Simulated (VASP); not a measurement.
Calculation: PBEsol GGA, VASP's PBE PAW potentials (set 64) (plane waves; VASP 6.6.1).

A VASP calculation is set up with these files.

**INCAR**
```
SYSTEM = Be2Ag
PREC = Accurate; ENCUT = 300; LREAL = .FALSE.
LASPH = .TRUE.
EDIFF = 1E-6; NELM = 100; ALGO = Normal
LMAXMIX = 4
ISMEAR = 0; SIGMA = 0.1
GGA = PS
ISIF = 2
LWAVE = .FALSE.; LCHARG = .FALSE.
```

### KPOINTS
```
Automatic mesh
0
Gamma
6 6 6
0 0 0
```

### POSCAR
```
Be2Ag
1
    0.0000000000     3.1435000000     3.1435000000
    3.1435000000     0.0000000000     3.1435000000
    3.1435000000     3.1435000000     0.0000000000
Ag Be
2 4
Direct
 -0.0115350000  -0.0075800000   0.0180700000
  0.2608480000   0.2504670000   0.2464500000
  0.6294190000   0.6295500000   0.6339170000
  0.1111000000   0.6380840000   0.6175630000
  0.6256570000   0.6229660000   0.1136420000
  0.6345100000   0.1165130000   0.6203570000
```

POTCAR, in this order: Ag Be (PBE.64 set). Program: vasp_std.

The resulting files:

File OSZICAR:
```
       N       E                     dE             d eps       ncg     rms          rms(c)
DAV:   1     0.880991472963E+02    0.88099E+02   -0.10277E+04  4592   0.931E+02
DAV:   2    -0.246976614812E+02   -0.11280E+03   -0.10839E+03  4633   0.227E+02
DAV:   3    -0.279501346453E+02   -0.32525E+01   -0.32152E+01  5286   0.415E+01
DAV:   4    -0.279806558104E+02   -0.30521E-01   -0.30459E-01  4863   0.415E+00
DAV:   5    -0.279811316742E+02   -0.47586E-03   -0.47577E-03  5219   0.460E-01    0.163E+01
DAV:   6    -0.230799947841E+02    0.49011E+01   -0.33873E+01  4586   0.653E+01    0.119E+01
DAV:   7    -0.227078541575E+02    0.37214E+00   -0.32851E+00  4439   0.201E+01    0.421E+00
DAV:   8    -0.226614891157E+02    0.46365E-01   -0.17865E-01  4879   0.389E+00    0.121E+00
DAV:   9    -0.226483331660E+02    0.13156E-01   -0.28491E-02  4670   0.209E+00    0.102E-01
DAV:  10    -0.226483492912E+02   -0.16125E-04   -0.16047E-03  4784   0.319E-01    0.104E-01
DAV:  11    -0.226482207852E+02    0.12851E-03   -0.22845E-04  4737   0.159E-01    0.322E-02
DAV:  12    -0.226482144863E+02    0.62989E-05   -0.40465E-05  4745   0.547E-02    0.796E-03
DAV:  13    -0.226482147487E+02   -0.26239E-06   -0.16852E-06  3621   0.104E-02
   1 F= -.22648215E+02 E0= -.22644348E+02  d E =-.773359E-02
```

OUTCAR:
```
------------------------ aborting loop because EDIFF is reached ----------------------------------------
  FORCE on cell =-STRESS in cart. coord.  units (eV):
  Direction    XX          YY          ZZ          XY          YZ          ZX
  --------------------------------------------------------------------------------------
  Total        1.7311350      1.7983141      1.5602889     -0.4494277      0.2669295     -0.0802914
  in kB       44.6448260     46.3773298     40.2388176    -11.5904419      6.8839345     -2.0706615
  external PRESSURE =      43.7536578 kB  Pullay stress =       0.0000000 kB
  volume of cell :       62.13
      direct lattice vectors                 reciprocal lattice vectors
     0.000000000  3.143500000  3.143500000    -0.159058374  0.159058374  0.159058374
     3.143500000  0.000000000  3.143500000     0.159058374 -0.159058374  0.159058374
     3.143500000  3.143500000  0.000000000     0.159058374  0.159058374 -0.159058374
 POSITION                                       TOTAL-FORCE (eV/Angst)
 -----------------------------------------------------------------------------------
      3.17648      3.16404      6.22691        -0.422111     -0.108787      0.725740
      1.56206      1.59469      1.60732         0.199031     -0.223097     -0.571458
      3.97171      3.97130      3.95757        -0.594603     -0.650303     -0.573951
      3.94713      2.29055      2.35506        -0.338702      0.797394      0.310336
      2.31553      2.32399      3.92505         0.527592      0.465875     -0.081525
      2.31635      3.94467      2.36084         0.628794     -0.281082      0.190857
 -----------------------------------------------------------------------------------
    total drift:                                0.000037      0.000048     -0.000090
  FREE ENERGIE OF THE ION-ELECTRON SYSTEM (eV)
  ---------------------------------------------------
  free  energy   TOTEN  =       -22.6482147487 eV

  energy  without entropy=      -22.6404811634  energy(sigma->0) =      -22.64434796
```
(Selected blocks of OUTCAR.)

At this cut-off the stress carries a Pulay error, which pulls relaxed volumes low.

The structure comes from a measured Be2Ag entry of the Crystallography Open Database, whose conditions weren't checked. The cell was not relaxed at this level, atoms are displaced from their ideal sites.
